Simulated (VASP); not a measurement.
A convergence study with VASP on MgTe (zinc blende): one setting is varied, all else stays as given below, so the limit is that of these other settings. Each run relaxes cell and ions; the cell shown is the tightest run's result. The basis is that of the starting cell, so low cut-offs carry a Pulay error.

```yaml
crystal:
  lattice:
    - [0.00000, 3.25404, 3.25404]
    - [3.25404, 0.00000, 3.25404]
    - [3.25404, 3.25404, 0.00000]
  atoms:
    - { symbol: Mg, position: [0.00000, 0.00000, 0.00000] }
    - { symbol: Te, position: [0.25000, 0.25000, 0.25000] }
```

Method: PBE GGA, VASP's PBE PAW potentials (set 64) (plane waves; VASP 6.6.1). The tightest run used: 700 eV cut-off, 6×6×6 Γ-centred mesh, Gaussian smearing of 0.050 eV, potentials Mg Te.

The reference is ENCUT = 700, which took about 60 core-seconds. Times come from single runs on busy shared machines, so they are rough: good to a factor of about 2.

Of the settings ENCUT = 150; ENCUT = 200; ENCUT = 250; ENCUT = 300; ENCUT = 350; ENCUT = 400; ENCUT = 450; ENCUT = 500; ENCUT = 550; ENCUT = 600; ENCUT = 650; ENCUT = 700, which is the lowest that keeps the difference from the reference in relaxed volume (Å³/atom) within 0.1 from there on, and what does it cost?

ENCUT = 200; its cost over the reference is about 1/4.
```
setting      difference in relaxed volume (Å³/atom)  cost over the reference
-----------  --------------------------------------  -----------------------
ENCUT = 150                                   0.174                about 1/4
ENCUT = 200                                   0.055                about 1/4
ENCUT = 250                                   0.015                about 1/3
ENCUT = 300                                   0.004                about 1/3
ENCUT = 350                                   0.006                about 1/3
ENCUT = 400                                   0.004                about 1/2
ENCUT = 450                                   0.000                about 1/2
ENCUT = 500                                   0.001     within a factor of 2
ENCUT = 550                                   0.000     within a factor of 2
ENCUT = 600                                   0.001     within a factor of 2
ENCUT = 650                                   0.001     within a factor of 2
ENCUT = 700                                   0.000                reference
```

Left out are rungs that failed or repeat a setting and relaxations that didn't move; long series are thinned to 24 rows.

The compound is MgTe in the zinc blende structure, whereas wurtzite is the usual form.
